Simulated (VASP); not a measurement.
Set up this calculation in VASP 6.6.1, as the native input.

| Item | Value |
| --- | --- |
| Task | relaxation of cell and atoms |
| Functional | PBE |
| Potentials or basis | VASP PAW PBE potentials, release 64 (P, C) |
| Cutoff | 600 eV |
| k mesh | 9 × 9 × 4 |
| Occupations | gaussian, width 0.1 eV |
| Spin | no spin polarisation |
| Dipole correction | no |
| Further INCAR settings | ALGO = Normal; EDIFF = 1e-07; IBRION = 2; EDIFFG = -0.04; NSW = 90; ISIF = 3 |

The structure of PC2 lies in POSCAR:

```
PC2
1.0
    2.7576859400      0.0000000000      0.0000000000
   -1.3788429700      2.3882260800      0.0000000000
    0.0000000000      0.0000000000      7.0193396500
P C
2 4
Direct
    0.0000000000      0.0000000000      0.5000000000
    0.0000000000      0.0000000000      0.0000000000
    0.6666666700      0.3333333300      0.3797952800
    0.3333333300      0.6666666700      0.6202047200
    0.3333333300      0.6666666700      0.8797952800
    0.6666666700      0.3333333300      0.1202047200
```

The cell was built by a generator and needn't be a form met in nature.

The input as run:

INCAR

```
SYSTEM = PC2
ALGO = Normal
EDIFF = 1E-7
EDIFFG = -0.04
ENCUT = 600
GGA = PE
IBRION = 2
ISIF = 3
ISMEAR = 0
LASPH = .True.
LCHARG = .False.
LREAL = .False.
LWAVE = .False.
NELM = 60
NSW = 90
PREC = Accurate
SIGMA = 0.1
```

KPOINTS

```
k-points
0
Gamma
  9 9 4
  0 0 0
```

Potentials or basis: VASP PAW PBE potentials, release 64 (P, C).

The run is started by

```console
$ cat potpaw_PBE.64/P/POTCAR potpaw_PBE.64/C/POTCAR > POTCAR
$ mpirun -np 1 vasp_std > vasp.out
```

It gave:

| Item | Value |
| --- | --- |
| Relaxed volume | 8.23 Å³/atom |
| Relaxed cell | a = 2.849 Å, b = 2.849 Å, c = 7.030 Å, α = 90.00°, β = 90.00°, γ = 120.00° |
| Space group after relaxing (to 0.05 Å) | P6_3/mmc (No. 194) |
| Energy gained by relaxing | 790.5 meV/atom |
| Ionic steps | 13 |
| Pressure after relaxing | 0.1 GPa |
| Largest force after relaxing | 0.007 eV/Å |
| Band gap on the k mesh | none (metal or under the smearing width) |

Wall time 2.3 min on 1 thread of Intel(R) Xeon(R) 6975P-C (Granite Rapids) (shared host), peak memory 0.19 GiB.
